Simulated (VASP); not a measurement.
The system is TePd.

```
CELL_PARAMETERS angstrom
4.15210 0.00000 0.00000
-2.07605 3.59582 0.00000
0.00000 0.00000 5.67190
ATOMIC_POSITIONS crystal
Te 0.33333 0.66667 0.25000
Te 0.66667 0.33333 0.75000
Pd 0.00000 0.00000 0.00000
Pd 0.00000 0.00000 0.50000
```

Base run:

* Program: VASP 6.6.1
* Functional: LDA
* Potentials or basis: VASP PAW LDA potentials, release 64 (Te, Pd)
* Cutoff: 520 eV
* k mesh: 5 × 5 × 4
* Occupations: gaussian, width 0.05 eV
* Spin: collinear spin, typed start
* Starting moments: [0.0, 0.0, 2.0, 2.0] μB
* Hubbard terms: Pd d U = 6.0 eV

Its results: pressure -10.2 GPa.

Q: The run is repeated on the same cell with these changes: moments at the start from [0.0, 0.0, 2.0, 2.0] to [0.0, 0.0, 0.5, 0.5]; fixed moment from none to 1 μB. What comes out?

A: Pressure -9.4 GPa; site moments Te +0.18; Pd +0.22 μB.

Caveats: the U is typed as a test and isn't derived for this compound; the total moment is fixed, so each spin has its own Fermi level (some runs).
